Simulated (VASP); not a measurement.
Data:

```
Re
1.0
    1.35884    -2.35358     0.00000
    1.35884     2.35358     0.00000
    0.00000     0.00000     4.39896
Re
2
Direct
  0.33333   0.66667   0.25000
  0.66667   0.33333   0.75000
```

Method: LDA (Ceperley-Alder, Perdew-Zunger), VASP's LDA PAW potentials (set 64) (plane waves; VASP 6.6.1). Numerical set-up: 500 eV cut-off, 15×15×8 Γ-centred mesh, first-order Methfessel-Paxton smearing of 0.10 eV, potentials Re.

Energy and stress use the plane-wave basis of the starting cell.

Question: The ions, cell shape and volume at an external pressure of 20.0 GPa are relaxed. Predict the relaxed structure.

Answer: 
```
Re
1.0
    1.34934    -2.33712     0.00000
    1.34934     2.33712     0.00000
    0.00000     0.00000     4.36816
Re
2
Direct
  0.33333   0.66667   0.25000
  0.66667   0.33333   0.75000
```
Space group P6_3/mmc (194), at a tolerance of 0.03 Å.

Question: How do energy and volume change from the first to the last step?

Answer: The energy (σ→0) changes by +27.2 meV/atom and the volume by -2.1 %, in 4 ionic steps.

```csv
step,E(σ→0) (eV),max force (eV/Å),pressure (GPa),volume (Å³)
1,-27.5089,0.000,9.85,28.14
2,-26.5267,0.000,89.17,24.66
3,-27.4580,0.000,19.43,27.58
4,-27.4546,0.000,19.92,27.55
```

The compound is Re in the hcp structure. This run relaxes it under an external pressure of 20 GPa. Symmetry was kept, so distortions that lower it aren't found.
